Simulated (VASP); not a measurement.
A run of VASP 6.6.1:

Contents of INCAR:

```
SYSTEM = Sn2Ge
  PREC = Normal
  ENCUT = 520
  EDIFF = 1E-5
  ISMEAR = 0
  SIGMA = 0.15
  LREAL = Auto
  LASPH = .True.
  NELM = 80
  ALGO = Fast
  ISIF = 2
  LWAVE = .False.
  LCHARG = .False.
  GGA = PE
  NBANDS = 96
  KPAR = 4
```

KPOINTS

```
Automatic mesh
0
Gamma
  6 6 2
  0 0 0
```

File POSCAR:

```
Sn2Ge
1.0
    9.0053220000      0.0000000000      0.0000000000
   -2.2513300000      3.8994190000      0.0000000000
    0.0000000000      0.0000000000     11.1161400000
Sn Ge
8 4
Direct
    0.0000000000      0.0000000000      0.8714640000
    0.5000000000      0.0000000000      0.8714640000
    0.1666665000      0.6666670000      0.7729500000
    0.6666665000      0.6666670000      0.7729500000
    0.0000000000      0.0000000000      0.1285360000
    0.5000000000      0.0000000000      0.1285360000
    0.3333335000      0.3333330000      0.2270500000
    0.8333335000      0.3333330000      0.2270500000
    0.1666665000      0.6666670000      0.5304550000
    0.6666665000      0.6666670000      0.5304550000
    0.3333335000      0.3333330000      0.4695450000
    0.8333335000      0.3333330000      0.4695450000
```

Potentials or basis: VASP PAW PBE potentials, release 64 (Sn_d, Ge_d).

The run is started by

```bash
$ cat potpaw_PBE.64/Sn_d/POTCAR potpaw_PBE.64/Ge_d/POTCAR > POTCAR
$ mpirun -np 4 vasp_std > vasp.out
```

Hardware: 4 MPI ranks on AMD EPYC 7R43 64-Core Processor (Zen 3) (shared host).

Question: Estimate the wall time of this run.

Answer: Run time: 5 min on 4 MPI ranks on AMD EPYC 7R43 64-Core Processor (Zen 3), on a shared host, peak memory 0.76 GiB a rank. Counts: scf iterations 18, k points 32.
